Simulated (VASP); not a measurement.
An input for Quantum ESPRESSO's pw.x (written as the equivalent of a VASP run, and not itself run):

```
&CONTROL
  calculation = 'scf'
  pseudo_dir = './pseudo'
  outdir = './out'
  tprnfor = .true.
  tstress = .true.
/
&SYSTEM
  ibrav = 0
  nat = 3
  ntyp = 2
  ecutwfc = 84
  occupations = 'smearing'
  smearing = 'gaussian'
  degauss = 0.003675
  input_dft = 'pbesol'
/
&ELECTRONS
  conv_thr = 7.3e-09
  electron_maxstep = 100
/
ATOMIC_SPECIES
  Ba 137.327 Ba.upf
  F 18.998 F.upf
CELL_PARAMETERS angstrom
     0.0000000    3.0572888    3.0881705
     3.0572888    0.0000000    3.0881705
     3.0572888    3.0572888    0.0000000
ATOMIC_POSITIONS crystal
  Ba   0.0000000  0.0000000  0.0000000
  F    0.2500000  0.2500000  0.2500000
  F    0.7500000  0.7500000  0.7500000
K_POINTS automatic
  6 6 6 0 0 0
```

### Question
Translate this input to VASP (INCAR, KPOINTS, POSCAR, choice of POTCAR).

### Answer
This is not unique; one that fits is 
**INCAR**
```
! general
SYSTEM  = BaF2
PREC    = Accurate
ENCUT   = 600
LREAL   = .FALSE.
LASPH   = .TRUE.

! electronic loop
EDIFF   = 1E-7
NELM    = 100
ALGO    = Normal
LMAXMIX = 4

! smearing
ISMEAR  = 0
SIGMA   = 0.05

! functional
GGA     = PS

! ions
ISIF    = 2

! output
LWAVE   = .FALSE.
LCHARG  = .FALSE.
```

File POSCAR:
```
BaF2
1
    0.0000000000     3.0572887953     3.0881705003
    3.0572887953     0.0000000000     3.0881705003
    3.0572887953     3.0572887953     0.0000000000
Ba F
1 2
Direct
  0.0000000000   0.0000000000   0.0000000000
  0.2500000000   0.2500000000   0.2500000000
  0.7500000000   0.7500000000   0.7500000000
```

**KPOINTS**
```
kpoints
0
gamma
 6 6 6
0 0 0
```

POTCAR, in this order: Ba_sv F (PBE.64 set). Program: vasp_std.

What does not carry over: the potentials are each code's own (VASP's PAW set, PseudoDojo norm-conserving files in pw.x), so ENCUT and ecutwfc are chosen apart and not converted; conv_thr bounds pw.x's estimated SCF error, while EDIFF bounds the energy change between steps.

The compound is BaF2 in the fluorite structure. This cell was strained or had an atom moved on purpose.
